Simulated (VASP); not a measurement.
Input:

```
SnSi
1.0
    4.52904     0.00000     0.00000
   -2.26452     3.92227     0.00000
    0.00000     0.00000     5.75648
Si Sn
2 2
Direct
  0.33333   0.66667   0.25000
  0.66667   0.33333   0.75000
  0.66667   0.33333   0.25000
  0.33333   0.66667   0.75000
```

Method: LDA (Ceperley-Alder, Perdew-Zunger), VASP's LDA PAW potentials (set 64) (plane waves; VASP 6.6.1). Run with 400 eV cut-off, 7×7×5 Γ-centred mesh, first-order Methfessel-Paxton smearing of 0.10 eV, potentials Si Sn_d.

Unless said otherwise, spin-orbit coupling is left out, though it shifts the bands of the heavy elements here.

**Question.** What does the run give for the energy per atom (σ→0), band gap (on the k-mesh) with the smallest direct gap where there is one?

**Answer.** 
- band gap (on the k-mesh): none (metal, semimetal or under 0.01 eV)
- energy per atom (σ→0): -4.822 eV/atom

The structure was generated: SiSn was put into the layered h-BN type type (P6_3/mmc), which need not be its known phase. It was relaxed first, which changed the volume by -38 %. The start is the result of an earlier pass.
